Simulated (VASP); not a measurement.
An input for Ansatz (written as the equivalent of a VASP run, and not itself run):

Ansatz 0.2 input:
```yaml
crystal:
  lattice:
    - [0.0000000, 1.7815935, 1.7815935]
    - [1.7815935, 0.0000000, 1.7815935]
    - [1.7815935, 1.7815935, 0.0000000]
  atoms:
    - { symbol: C, position: [0.0000000, 0.0000000, 0.0000000] }
    - { symbol: C, position: [0.2500000, 0.2500000, 0.2500000] }
kpoints:
  mp_grid: { grid: [13, 13, 13] }
hamiltonian:
  xc: r2scan
  pseudopotentials: { kind: paw }
scf:
  occupations: { method: gaussian, width: 0.05 }
  max_iter: 100
relax:
  max_steps: 40
  f_tol: 0.02
  cell: {}
output: { forces: true, stress: true, eigenvalues: true }
```

Question: Write the VASP files for the same calculation (r2SCAN).

Answer: One answer among several that fit: 
File KPOINTS:
```
Automatic mesh
0
Gamma
13 13 13
0 0 0
```

### INCAR
```
ALGO  =  Normal
EDIFF  =  1E-6
EDIFFG  =  -0.02
ENCUT  =  620
IBRION  =  2
ISIF  =  3
ISMEAR  =  0
LASPH  =  .TRUE.
LCHARG  =  .FALSE.
LMIXTAU  =  .TRUE.
LREAL  =  .FALSE.
LWAVE  =  .FALSE.
METAGGA  =  R2SCAN
NELM  =  100
NSW  =  40
PREC  =  Accurate
SIGMA  =  0.05
SYSTEM  =  C
```

### POSCAR
```
C
1
    0.0000000000     1.7815935352     1.7815935352
    1.7815935352     0.0000000000     1.7815935352
    1.7815935352     1.7815935352    -0.0000000000
C
2
Direct
  0.0000000000   0.0000000000   0.0000000000
  0.2500000000   0.2500000000   0.2500000000
```

POTCAR, in this order: C (PBE.64 set). Program: vasp_std.

Limits of the translation: each code has its own PAW files, so the cut-off isn't converted (ENCUT is set for VASP's; basis.ecutwfc is left out, and Ansatz then takes the one that its files recommend); Ansatz stops its SCF on the density residual and VASP on the energy change (EDIFF).

The compound is C in the diamond structure. This run relaxes it. Symmetry was kept, so distortions that lower it aren't found.
